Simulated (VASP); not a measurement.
Zn4Te3O, 8 atoms in the cell. Symmetry: P-4m2, No. 115, tetragonal system. The conventional cell has a = 4.172 Å, b = 4.172 Å, c = 11.114 Å, α = 90.00°, β = 90.00°, γ = 90.00°. Zn (site symmetry 2mm) has 2 O at 2.21 Å as nearest neighbours. Around Zn (site symmetry 2mm) lie 4 Te at 2.63 Å. Around Te (site symmetry 2mm) lie 4 Zn at 2.63 to 2.64 Å. Te (site symmetry -4m2) is surrounded by 4 Zn at 2.63 Å. O (site symmetry -4m2) has 4 Zn at 2.21 Å as nearest neighbours. The cell was built by a generator and needn't be a form met in nature.

| Quantity | Value |
| --- | --- |
| Program | VASP 6.6.1 |
| Task | relaxation of cell and atoms |
| Functional | PBE |
| Potentials or basis | VASP PAW PBE potentials, release 64 (Zn, Te, O) |
| Cutoff | 520 eV |
| k mesh | 8 × 8 × 4 |
| Occupations | gaussian, width 0.1 eV |
| Spin | no spin polarisation |
| Further INCAR settings | ALGO = Normal; EDIFF = 1e-06; IBRION = 2; EDIFFG = -0.01; NSW = 90; ISIF = 3 |

Potentials or basis: VASP PAW PBE potentials, release 64 (Zn, Te, O).

Command:

```sh
$ cat potpaw_PBE.64/Zn/POTCAR potpaw_PBE.64/Te/POTCAR potpaw_PBE.64/O/POTCAR > POTCAR
$ mpirun -np 4 vasp_std > vasp.out
```

Hardware: 4 MPI ranks on Intel(R) Xeon(R) Platinum 8488C (Sapphire Rapids), with other jobs on the host.

Task: Estimate the wall time of this run.

Result: Run time: 5.4 min on 4 MPI ranks on Intel(R) Xeon(R) Platinum 8488C (Sapphire Rapids), on a shared host, peak memory 0.5 GiB a rank. Counts: scf iterations 61, k points 45, ion steps 8.
